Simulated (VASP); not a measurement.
Here is the system:

```
CELL_PARAMETERS angstrom
     -2.99128     2.99128     2.99128
      2.99128    -2.99128     2.99128
      2.99128     2.99128    -2.99128
ATOMIC_POSITIONS crystal
  Cs 0.00000 0.00000 0.00000
```

All values below come from vdW-DF2, VASP's PBE PAW potentials (set 64) (plane waves; VASP). Numerical set-up: 520 eV cut-off, Gaussian smearing of 0.050 eV, potentials Cs_sv.

Unless said otherwise, spin-orbit coupling is left out, though it shifts the bands of the heavy elements here.

**Question.** Predict the band gap (along the path) with the smallest direct gap where there is one.

**Answer.** 
| Property | Result |
|---|---|
| band gap (along the path) | none (metal, semimetal or under 0.01 eV) |

Only differences to runs with the same potentials and settings are physical.

The compound is Cs in the bcc structure. It was relaxed first, which changed the volume by -6 %.
